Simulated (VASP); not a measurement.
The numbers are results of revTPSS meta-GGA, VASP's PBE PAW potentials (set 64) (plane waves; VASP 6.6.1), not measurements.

A VASP calculation is set up with these files.

POSCAR:
```
TiAl
1.0
  2.7486275388   0.0000000000   0.0000000000
  0.0000000000   2.7486275388   0.0000000000
  0.0000000000   0.0000000000   3.9452495999
Ti Al
1 1
direct
  0.0000000000   0.0000000000   0.0000000000
  0.5000000000   0.5000000000   0.5000000000
```

**INCAR**
```
SYSTEM  =  TiAl
PREC  =  Accurate; ENCUT  =  520; LREAL  =  .FALSE.
LASPH  =  .TRUE.
EDIFF  =  1E-7; NELM  =  100; ALGO  =  Normal
LMAXMIX  =  4; LMIXTAU  =  .TRUE.
ISMEAR  =  1; SIGMA  =  0.1
METAGGA  =  RTPSS
IBRION  =  2; NSW  =  30; ISIF  =  4
EDIFFG  =  -0.01
LWAVE  =  .FALSE.; LCHARG  =  .FALSE.
```

File KPOINTS:
```
Automatic mesh
0
Gamma
13 13 9
0 0 0
```

POTCAR, in this order: Ti_sv Al (PBE.64 set). Program: vasp_std.

The resulting files:

**OSZICAR**
```
       N       E                     dE             d eps       ncg     rms          rms(c)
DAV:   1     0.167839026010E+03    0.16784E+03   -0.14979E+04  4521   0.377E+03
DAV:   2     0.147751266934E+02   -0.15306E+03   -0.14652E+03  4193   0.700E+02
DAV:   3    -0.946376796412E+01   -0.24239E+02   -0.23178E+02  6055   0.328E+02
DAV:   4    -0.143398140168E+02   -0.48760E+01   -0.46840E+01  5919   0.128E+02
DAV:   5    -0.161376211391E+02   -0.17978E+01   -0.17598E+01  6097   0.522E+01    0.164E+01
DAV:   6    -0.175480242705E+02   -0.14104E+01   -0.19777E+02  3518   0.129E+02    0.160E+01
DAV:   7    -0.144037882078E+02    0.31442E+01   -0.17461E+01  3377   0.639E+01    0.108E+01
DAV:   8    -0.130663367826E+02    0.13375E+01   -0.16225E+01  3735   0.421E+01    0.242E+00
DAV:   9    -0.131622610431E+02   -0.95924E-01   -0.25072E+00  3740   0.211E+01    0.191E+00
DAV:  10    -0.132591470070E+02   -0.96886E-01   -0.10806E+00  3710   0.116E+01    0.249E+00
DAV:  11    -0.133183611515E+02   -0.59214E-01   -0.12613E+00  3815   0.187E+01    0.310E+00
DAV:  12    -0.135311835000E+02   -0.21282E+00   -0.19363E+00  3427   0.210E+01    0.555E-01
DAV:  13    -0.135270129197E+02    0.41706E-02   -0.41029E-02  3671   0.245E+00    0.335E-01
DAV:  14    -0.135314525928E+02   -0.44397E-02   -0.23022E-03  4334   0.649E-01    0.263E-01
DAV:  15    -0.135331390888E+02   -0.16865E-02   -0.77048E-04  3560   0.199E-01    0.243E-01
DAV:  16    -0.135424944866E+02   -0.93554E-02   -0.25557E-02  4084   0.183E+00    0.129E-01
DAV:  17    -0.135429560057E+02   -0.46152E-03   -0.85443E-04  3822   0.417E-01    0.752E-02
DAV:  18    -0.135429839889E+02   -0.27983E-04   -0.11452E-03  4769   0.378E-01    0.457E-02
DAV:  19    -0.135430692632E+02   -0.85274E-04   -0.32247E-05  3380   0.778E-02    0.383E-02
DAV:  20    -0.135430630858E+02    0.61774E-05   -0.15382E-05  3484   0.542E-02    0.158E-02
DAV:  21    -0.135430725495E+02   -0.94637E-05   -0.10490E-05  3498   0.269E-02    0.528E-03
DAV:  22    -0.135430737818E+02   -0.12323E-05   -0.14446E-06  3529   0.109E-02    0.227E-03
DAV:  23    -0.135430741302E+02   -0.34842E-06   -0.61795E-07  3287   0.712E-03    0.206E-03
DAV:  24    -0.135430744072E+02   -0.27700E-06   -0.14468E-07  2097   0.485E-03    0.182E-03
DAV:  25    -0.135430742625E+02    0.14475E-06   -0.14322E-07  2088   0.413E-03    0.178E-04
DAV:  26    -0.135430743212E+02   -0.58707E-07   -0.18598E-08  1579   0.164E-03
   1 F= -.13543074E+02 E0= -.13542854E+02  d E =-.135431E+02
```

OUTCAR:
```
------------------------ aborting loop because EDIFF is reached ----------------------------------------
  FORCE on cell =-STRESS in cart. coord.  units (eV):
  Direction    XX          YY          ZZ          XY          YZ          ZX
  --------------------------------------------------------------------------------------
  Total        1.6299441      1.6299441      1.6086806      0.0000000     -0.0000000      0.0000000
  in kB       87.6147076     87.6147076     86.4717295      0.0000000     -0.0000000      0.0000000
  external PRESSURE =      87.2337149 kB  Pullay stress =       0.0000000 kB
  volume of cell :       29.81
      direct lattice vectors                 reciprocal lattice vectors
     2.748627539  0.000000000  0.000000000     0.363817937  0.000000000  0.000000000
     0.000000000  2.748627539  0.000000000     0.000000000  0.363817937  0.000000000
     0.000000000  0.000000000  3.945249600     0.000000000  0.000000000  0.253469388
 POSITION                                       TOTAL-FORCE (eV/Angst)
 -----------------------------------------------------------------------------------
      0.00000      0.00000      0.00000         0.000000      0.000000      0.000000
      1.37431      1.37431      1.97262         0.000000      0.000000      0.000000
 -----------------------------------------------------------------------------------
    total drift:                               -0.000000      0.000000      0.000000
  FREE ENERGIE OF THE ION-ELECTRON SYSTEM (eV)
  ---------------------------------------------------
  free  energy   TOTEN  =       -13.5430743212 eV

  energy  without entropy=      -13.5424122248  energy(sigma->0) =      -13.54285362

 reached required accuracy - stopping structural energy minimisation
```
(Selected blocks of OUTCAR.)

The compound is TiAl in the L1_0 structure. This cell is one point of a volume scan, at 0.94 of the reference volume. The electron count is odd and the run is not spin-polarised, which forces a metal.
